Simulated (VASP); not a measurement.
Write the native input for VASP 6.6.1 that does the following.

```
Task                   : single point
Functional             : PBE
Potentials or basis    : VASP PAW PBE potentials, release 64 (Ho, O)
Cutoff                 : 520 eV
k mesh                 : 7 × 7 × 7
Occupations            : gaussian, width 0.05 eV
Spin                   : collinear spin, ferromagnetic start
Starting moments       : [4.0, 0.0] μB
Fixed moment           : 4 μB
Hubbard terms          : Ho f U = 7 eV
Further INCAR settings : ALGO = Normal; EDIFF = 1e-06; NBANDS = 24
```

The structure of HoO lies in POSCAR:

```
HoO
1.0
    2.7574736800      0.0000000000      0.0000000000
    0.0000000000      2.7574736800      0.0000000000
    0.0000000000      0.0000000000      2.7574736800
Ho O
1 1
Direct
    0.0000000000      0.0000000000      0.0000000000
    0.5000000000      0.5000000000      0.5000000000
```

The cell comes from a database or a generator and needn't be the stable form of this composition.

The input as run:

INCAR

```
ALGO     = Normal         # electronic algorithm
EDIFF    = 1E-6           # SCF threshold, eV
ENCUT    = 520            # plane-wave cutoff, eV
GGA      = PE             # functional
ISIF     = 2              # what is computed and relaxed
ISMEAR   = 0              # smearing method
ISPIN    = 2              # spin polarisation
LASPH    = T              # aspherical terms in the spheres
LCHARG   = F              # write CHGCAR
LDAU     = T              # DFT+U
LDAUJ    = 0 0          
LDAUL    = 3 -1           # shell
LDAUPRINT= 1            
LDAUTYPE = 2            
LDAUU    = 7 0            # U, eV
LMAXMIX  = 6              # l up to which the mixer works
LORBIT   = 11             # projections on sites
LREAL    = F              # projectors in reciprocal space
LWAVE    = F              # write WAVECAR
MAGMOM   = 4 0            # initial moments
NBANDS   = 24             # bands
NELM     = 150            # most SCF steps
NUPDOWN  = 4              # fixed moment
PREC     = Accurate       # precision mode
SIGMA    = 0.05           # smearing width, eV
```

KPOINTS

```
k-points
0
Gamma
  7 7 7
```

Potentials or basis: VASP PAW PBE potentials, release 64 (Ho, O).

Command:

```console
$ cat potpaw_PBE.64/Ho/POTCAR potpaw_PBE.64/O/POTCAR > POTCAR
$ mpirun -np 1 vasp_std > vasp.out
```

Results of the run:

The pressure is 50.0 GPa, the net moment is 4.00 μB per cell and the site moments are Ho +3.90; O -0.01 μB. The valence electrons inside the program's atomic spheres are Ho 18.92; O 5.08.

Caveat: the magnetic or orbital state may not be the lowest; a pressure of tens of GPa on the cell as given is suspect, and the run, the potentials or the cell itself is likely at fault; the total moment is fixed, so each spin has its own Fermi level.

Run time: 31 s on 1 thread of AMD EPYC 9R45 96-Core Processor (Zen 5), on a shared host, peak memory 0.14 GiB.
